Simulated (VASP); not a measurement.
An input for Quantum ESPRESSO's pw.x (written as the equivalent of a VASP run, and not itself run):

```
&CONTROL
  calculation = 'scf'
  pseudo_dir = './pseudo'
  outdir = './out'
  tprnfor = .true.
  tstress = .true.
/
&SYSTEM
  ibrav = 0
  nat = 3
  ntyp = 2
  ecutwfc = 84
  occupations = 'tetrahedra'
  input_dft = 'pbe'
  vdw_corr = 'grimme-d3'
  dftd3_version = 3
  dftd3_threebody = .false.
/
&ELECTRONS
  conv_thr = 7.3e-09
  electron_maxstep = 100
/
ATOMIC_SPECIES
  Mg 24.305 Mg.upf
  B 10.810 B.upf
CELL_PARAMETERS angstrom
     1.5288502   -2.6480457    0.0000000
     1.5288502    2.6480457    0.0000000
     0.0000000    0.0000000    3.4598021
ATOMIC_POSITIONS crystal
  Mg   0.0000000  0.0000000  0.0000000
  B    0.3333330  0.6666670  0.5000000
  B    0.6666670  0.3333330  0.5000000
K_POINTS automatic
  13 13 10 0 0 0
```

### Question
Write the VASP files for the same calculation (PBE-D3 (zero damping)).

### Answer
Several could match; the one computed here: 
File KPOINTS:
```
Automatic mesh
0
Gamma
13 13 10
0 0 0
```

**POSCAR**
```
MgB2
1
    1.5288501796    -2.6480457063     0.0000000000
    1.5288501796     2.6480457063     0.0000000000
    0.0000000000     0.0000000000     3.4598020879
Mg B
1 2
Direct
  0.0000000000   0.0000000000   0.0000000000
  0.3333330000   0.6666670000   0.5000000000
  0.6666670000   0.3333330000   0.5000000000
```

INCAR:
```
GGA  =  PE   ! PBE
ISIF  =  2   ! forces and stress, cell fixed
LWAVE  =  F
SYSTEM  =  MgB2
LCHARG  =  T
LORBIT  =  11   ! lm-projected
LREAL  =  F
ENCUT  =  520
ISMEAR  =  -5   ! tetrahedra, Bloechl
EDIFF  =  1E-7   ! SCF stop (eV)
ALGO  =  Normal
NEDOS  =  601   ! DOS grid
LASPH  =  T   ! aspherical one-centre terms
PREC  =  Accurate
IVDW  =  11
NELM  =  100   ! most electronic steps
LEFG  =  T
```

POTCAR, in this order: Mg B (PBE.64 set). Program: vasp_std.

Limits of the translation: the potentials are each code's own (VASP's PAW set, PseudoDojo norm-conserving files in pw.x), so ENCUT and ecutwfc are chosen apart and not converted; conv_thr bounds pw.x's estimated SCF error, while EDIFF bounds the energy change between steps; the field gradients of LEFG aren't asked of the other code.

The compound is MgB2 in the AlB2 type structure. It was relaxed first.
